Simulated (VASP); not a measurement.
Data:

```yaml
crystal:
  lattice:
    - [3.52647, 0.00000, 0.00000]
    - [0.00000, 3.52647, 0.00000]
    - [0.00000, 0.00000, 3.52647]
  atoms:
    - { symbol: Si, position: [0.00000, 0.00000, 0.00000] }
    - { symbol: Ni, position: [0.00000, 0.50000, 0.50000] }
    - { symbol: Ni, position: [0.50000, 0.00000, 0.50000] }
    - { symbol: Ni, position: [0.50000, 0.50000, 0.00000] }
```

Method: revPBE GGA, VASP's PBE PAW potentials (set 64) (plane waves; VASP). Settings: 520 eV cut-off, 8×8×8 Γ-centred mesh, first-order Methfessel-Paxton smearing of 0.10 eV, potentials Si Ni.

Question: Estimate the energy per atom (σ→0), band gap (on the k-mesh) with the smallest direct gap where there is one.

Answer: 
```json
{
 "band gap (on the k-mesh)": "none (metal, semimetal or under 0.01 eV)",
 "energy per atom (σ→0)": "-5.541 eV/atom"
}
```

The absolute energy has meaning only against runs of the same code, potentials and settings.

The compound is Ni3Si in the L1_2 structure. It was relaxed first. The start is the result of an earlier pass. The run is not spin-polarised, so no magnetic state was tried.
